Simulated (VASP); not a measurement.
Given:

```xyz
2
Lattice="0.0000 2.4254 2.4254 2.4254 0.0000 2.4254 2.4254 2.4254 0.0000" Properties=species:S:1:pos:R:3 pbc="T T T"
Ca     0.0000     0.0000     0.0000
O      2.4254     2.4254     2.4254
```

Calculation: SCAN meta-GGA, VASP's PBE PAW potentials (set 64) (plane waves; VASP 6.6.1). Numerical set-up: 520 eV cut-off, 9×9×9 Γ-centred mesh, Gaussian smearing of 0.050 eV, potentials Ca_sv O.

Task: Predict the energy per atom (σ→0), pressure.

Result: 
energy per atom (σ→0): -11.172 eV/atom
pressure: -3.43 GPa

Total energies compare only between runs with the same potentials, cut-off and functional.

The compound is CaO in the rock salt structure. This cell is one point of a volume scan, at 1.03 of the reference volume.
